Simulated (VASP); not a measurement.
Level of theory: LDA (Ceperley-Alder, Perdew-Zunger), VASP's LDA PAW potentials (set 64) (plane waves; VASP 6.6.1).

A VASP calculation is set up with these files.

File POSCAR:
```
NaI
1.0
  0.0000000000   3.2350000000   3.2350000000
  3.2350000000   0.0000000000   3.2350000000
  3.2350000000   3.2350000000   0.0000000000
Na I
1 1
Cartesian
  0.0000000000   0.0000000000   0.0000000000
  3.2350000000   3.2350000000   3.2350000000
```

### INCAR
```
! general
SYSTEM   =  NaI
PREC     =  Accurate
ENCUT    =  520   ! plane-wave cut-off (eV)
LREAL    =  .FALSE.   ! projection in real space or not
LASPH    =  .TRUE.   ! aspherical one-centre terms

! electronic loop
EDIFF    =  1E-6   ! SCF stop (eV)
NELM     =  100   ! most electronic steps
ALGO     =  Normal   ! blocked Davidson
LMAXMIX  =  4   ! l cut-off of mixed one-centre charges

! smearing
ISMEAR   =  0   ! Gaussian
SIGMA    =  0.05   ! width (eV)

! ions
IBRION   =  2
NSW      =  60
ISIF     =  3
EDIFFG   =  -0.01   ! ionic stop

! output
LWAVE    =  .FALSE.
LCHARG   =  .FALSE.
```

**KPOINTS**
```
Automatic mesh
0
Gamma
7 7 7
0 0 0
```

POTCAR, in this order: Na_pv I (LDA.64 set). Program: vasp_std.

Output of the run:

**OSZICAR**
```
       N       E                     dE             d eps       ncg     rms          rms(c)
DAV:   1     0.793814243093E+02    0.79381E+02   -0.66883E+03   440   0.111E+03
DAV:   2     0.600760627266E+00   -0.78781E+02   -0.75460E+02   470   0.236E+02
DAV:   3    -0.587572965333E+01   -0.64765E+01   -0.64405E+01   539   0.692E+01
DAV:   4    -0.605628673129E+01   -0.18056E+00   -0.18047E+00   534   0.122E+01
DAV:   5    -0.606029651519E+01   -0.40098E-02   -0.40097E-02   528   0.177E+00    0.163E+00
DAV:   6    -0.599782545278E+01    0.62471E-01   -0.78140E-02   497   0.207E+00    0.107E+00
DAV:   7    -0.598322119978E+01    0.14604E-01   -0.52042E-02   506   0.148E+00    0.483E-01
DAV:   8    -0.598276655627E+01    0.45464E-03   -0.26947E-03   488   0.546E-01    0.968E-02
DAV:   9    -0.598273549824E+01    0.31058E-04   -0.97996E-05   527   0.114E-01    0.394E-02
DAV:  10    -0.598273385415E+01    0.16441E-05   -0.23878E-05   590   0.663E-02    0.415E-03
DAV:  11    -0.598273361913E+01    0.23502E-06   -0.14632E-06   341   0.189E-02
   1 F= -.59827336E+01 E0= -.59827336E+01  d E =-.598273E+01
       N       E                     dE             d eps       ncg     rms          rms(c)
DAV:   1    -0.619105256393E+01   -0.20832E+00   -0.39210E+00   497   0.281E+01    0.249E+00
DAV:   2    -0.605062522250E+01    0.14043E+00   -0.18388E-01   491   0.499E+00    0.118E+00
DAV:   3    -0.601093478457E+01    0.39690E-01   -0.95054E-02   494   0.307E+00    0.583E-01
DAV:   4    -0.601007252318E+01    0.86226E-03   -0.16226E-03   468   0.454E-01    0.536E-01
DAV:   5    -0.600863384153E+01    0.14387E-02   -0.18937E-04   491   0.176E-01    0.537E-02
DAV:   6    -0.600850031172E+01    0.13353E-03   -0.21769E-04   497   0.170E-01    0.100E-01
DAV:   7    -0.600849433603E+01    0.59757E-05   -0.15640E-05   469   0.391E-02    0.605E-02
DAV:   8    -0.600849848923E+01   -0.41532E-05   -0.22300E-06   482   0.114E-02    0.138E-01
DAV:   9    -0.600849320874E+01    0.52805E-05   -0.37159E-06   446   0.148E-02    0.235E-02
DAV:  10    -0.600849307611E+01    0.13263E-06   -0.12797E-07   238   0.326E-03
   2 F= -.60084931E+01 E0= -.60084931E+01  d E =-.257595E-01
       N       E                     dE             d eps       ncg     rms          rms(c)
DAV:   1    -0.615215024863E+01   -0.14366E+00   -0.29296E+00   497   0.247E+01    0.214E+00
DAV:   2    -0.604877969949E+01    0.10337E+00   -0.13322E-01   494   0.437E+00    0.102E+00
DAV:   3    -0.601893321548E+01    0.29846E-01   -0.70463E-02   494   0.270E+00    0.498E-01
DAV:   4    -0.601834508640E+01    0.58813E-03   -0.12012E-03   473   0.394E-01    0.466E-01
DAV:   5    -0.601728804642E+01    0.10570E-02   -0.12859E-04   482   0.151E-01    0.565E-02
DAV:   6    -0.601716883366E+01    0.11921E-03   -0.18513E-04   497   0.163E-01    0.103E-01
DAV:   7    -0.601716389534E+01    0.49383E-05   -0.13585E-05   460   0.362E-02    0.738E-02
DAV:   8    -0.601717135348E+01   -0.74581E-05   -0.40384E-06   536   0.155E-02    0.180E-01
DAV:   9    -0.601716244344E+01    0.89100E-05   -0.63624E-06   443   0.189E-02    0.271E-02
DAV:  10    -0.601716226800E+01    0.17544E-06   -0.17946E-07   220   0.389E-03
   3 F= -.60171623E+01 E0= -.60171623E+01  d E =-.344286E-01
       N       E                     dE             d eps       ncg     rms          rms(c)
DAV:   1    -0.601973398895E+01   -0.25715E-02   -0.54781E-02   497   0.349E+00    0.285E-01
DAV:   2    -0.601785130117E+01    0.18827E-02   -0.24403E-03   488   0.594E-01    0.137E-01
DAV:   3    -0.601730359301E+01    0.54771E-03   -0.12825E-03   494   0.369E-01    0.658E-02
DAV:   4    -0.601729298924E+01    0.10604E-04   -0.21023E-05   471   0.516E-02    0.621E-02
DAV:   5    -0.601727333136E+01    0.19658E-04   -0.26831E-06   452   0.221E-02    0.863E-03
DAV:   6    -0.601727143132E+01    0.19000E-05   -0.28868E-06   379   0.203E-02    0.142E-02
DAV:   7    -0.601727156125E+01   -0.12992E-06   -0.51357E-07   220   0.600E-03
   4 F= -.60172716E+01 E0= -.60172716E+01  d E =-.345379E-01
```

### OUTCAR
```
------------------------ aborting loop because EDIFF is reached ----------------------------------------
  FORCE on cell =-STRESS in cart. coord.  units (eV):
  Direction    XX          YY          ZZ          XY          YZ          ZX
  --------------------------------------------------------------------------------------
  Total        0.0054570      0.0054570      0.0054570      0.0000000      0.0000000      0.0000000
  in kB        0.1423982      0.1423982      0.1423982      0.0000000      0.0000000      0.0000000
  external PRESSURE =       0.1423982 kB  Pullay stress =       0.0000000 kB
  volume of cell :       61.40
      direct lattice vectors                 reciprocal lattice vectors
     0.000000000  3.131189630  3.131189630    -0.159683717  0.159683717  0.159683717
     3.131189630  0.000000000  3.131189630     0.159683717 -0.159683717  0.159683717
     3.131189630  3.131189630  0.000000000     0.159683717  0.159683717 -0.159683717
  FREE ENERGIE OF THE ION-ELECTRON SYSTEM (eV)
  ---------------------------------------------------
  free  energy   TOTEN  =        -6.0172715612 eV

  energy  without entropy=       -6.0172715612  energy(sigma->0) =       -6.01727156

 reached required accuracy - stopping structural energy minimisation
```
(Selected blocks of OUTCAR.)

### CONTCAR
```
NaI
   1.00000000000000
     0.0000000000000000    3.1311896301898665    3.1311896301898665
     3.1311896301898665    0.0000000000000000    3.1311896301898665
     3.1311896301898665    3.1311896301898665    0.0000000000000000
  Na              I
     1     1
Direct
     1.0000000000000000    0.0000000000000000    1.0000000000000000
     0.5000000000000000    0.5000000000000000    0.5000000000000000
```

Energy and stress use the plane-wave basis of the starting cell.

The compound is NaI in the rock salt structure. This run relaxes it. Symmetry was kept, so distortions that lower it aren't found.
